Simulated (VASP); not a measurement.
Output of a VASP run:

OSZICAR:
```
       N       E                     dE             d eps       ncg     rms          rms(c)
DAV:   1     0.366873279402E+03    0.36687E+03   -0.20547E+04  2600   0.148E+03
DAV:   2     0.603486540652E+01   -0.36084E+03   -0.35679E+03  2966   0.368E+02
DAV:   3    -0.196616376461E+02   -0.25697E+02   -0.25086E+02  4318   0.706E+01
DAV:   4    -0.209993492624E+02   -0.13377E+01   -0.13220E+01  3750   0.150E+01
DAV:   5    -0.210503180182E+02   -0.50969E-01   -0.50632E-01  3942   0.251E+00    0.745E+00
DAV:   6    -0.208509076535E+02    0.19941E+00   -0.72602E-01  3998   0.457E+00    0.410E+00
DAV:   7    -0.208855020668E+02   -0.34594E-01   -0.21204E+00  3546   0.596E+00    0.196E+00
DAV:   8    -0.207345490512E+02    0.15095E+00   -0.10875E+00  3872   0.409E+00    0.360E-01
DAV:   9    -0.207374437086E+02   -0.28947E-02   -0.31243E-02  3498   0.832E-01    0.271E-01
DAV:  10    -0.207375038238E+02   -0.60115E-04   -0.46260E-03  3454   0.443E-01    0.125E-01
DAV:  11    -0.207374733965E+02    0.30427E-04   -0.27089E-03  3678   0.298E-01    0.858E-02
DAV:  12    -0.207373473527E+02    0.12604E-03   -0.63974E-04  3672   0.151E-01    0.251E-02
DAV:  13    -0.207373392789E+02    0.80738E-05   -0.50811E-05  3640   0.438E-02    0.943E-03
DAV:  14    -0.207373349900E+02    0.42889E-05   -0.86890E-06  4236   0.185E-02    0.130E-03
DAV:  15    -0.207373345929E+02    0.39714E-06   -0.58435E-07  2952   0.442E-03    0.730E-04
DAV:  16    -0.207373346598E+02   -0.66935E-07   -0.63625E-08  1756   0.181E-03
   1 F= -.20737335E+02 E0= -.20737440E+02  d E =0.315722E-03
```

File OUTCAR:
```
------------------------ aborting loop because EDIFF is reached ----------------------------------------
  FORCE on cell =-STRESS in cart. coord.  units (eV):
  Direction    XX          YY          ZZ          XY          YZ          ZX
  --------------------------------------------------------------------------------------
  Total        0.1365122      0.1365122     -0.1820516     -0.0000000      0.0000000      0.0000000
  in kB        1.6045461      1.6045464     -2.1398111     -0.0000000      0.0000000      0.0000000
  external PRESSURE =       0.3564271 kB  Pullay stress =       0.0000000 kB
  volume of cell :      136.31
      direct lattice vectors                 reciprocal lattice vectors
     3.654064984  0.000000000  0.000000000     0.273667821  0.158002175  0.000000000
    -1.827032492  3.164513397  0.000000000     0.000000000  0.316004350  0.000000000
     0.000000000  0.000000000 11.788173266     0.000000000  0.000000000  0.084830786
 POSITION                                       TOTAL-FORCE (eV/Angst)
 -----------------------------------------------------------------------------------
      0.00000      0.00000      0.00000         0.000000     -0.000000     -0.060400
      0.00000      0.00000      5.89409         0.000000     -0.000000     -0.081986
     -0.00000      2.10968      2.94704         0.000000      0.000000     -0.059443
      1.82703      1.05484      8.76613        -0.000000      0.000000      0.201829
 -----------------------------------------------------------------------------------
    total drift:                                0.000000     -0.000000      0.000003
  FREE ENERGIE OF THE ION-ELECTRON SYSTEM (eV)
  ---------------------------------------------------
  free  energy   TOTEN  =       -20.7373346598 eV

  energy  without entropy=      -20.7376503813  energy(sigma->0) =      -20.73743990
```
(Selected blocks of OUTCAR.)

File POSCAR:
```
Pr
1
    3.6540649835     0.0000000000     0.0000000000
   -1.8270324918     3.1645133974     0.0000000000
    0.0000000000     0.0000000000    11.7881732661
Pr
4
Direct
  0.0000000000   0.0000000000   0.0000000000
  0.0000000000   0.0000000000   0.5000000000
  0.3333330000   0.6666670000   0.2500000000
  0.6666670000   0.3333330000   0.7436376911
```

### Question
Reconstruct the remaining input files.

### Answer
This is not unique; one that fits is the input of the run itself, PBEsol GGA, plane waves, VASP's PBE PAW potentials (set 64).

INCAR:
```
# general
SYSTEM =Pr
PREC   =Accurate
ENCUT  =480
LREAL  =.FALSE.
LASPH  =.TRUE.

# electronic loop
EDIFF  =1E-7
NELM   =100
ALGO   =Normal
LMAXMIX=6

# smearing
ISMEAR =1
SIGMA  =0.1

# functional
GGA    =PS

# ions
ISIF   =2

# output
LWAVE  =.FALSE.
LCHARG =.FALSE.
```

KPOINTS:
```
K-points
0
Gamma
10 10 4
```

POTCAR, in this order: Pr_3 (PBE.64 set). Program: vasp_std.

The 4f electrons are frozen in the core of the lanthanide potential, so 4f levels, which can set the real gap, and their magnetism are missing.

The structure comes from a computed database's Pr entry (P6_3/mmc); how it stands against other phases isn't given here. This cell was strained or had an atom moved on purpose.
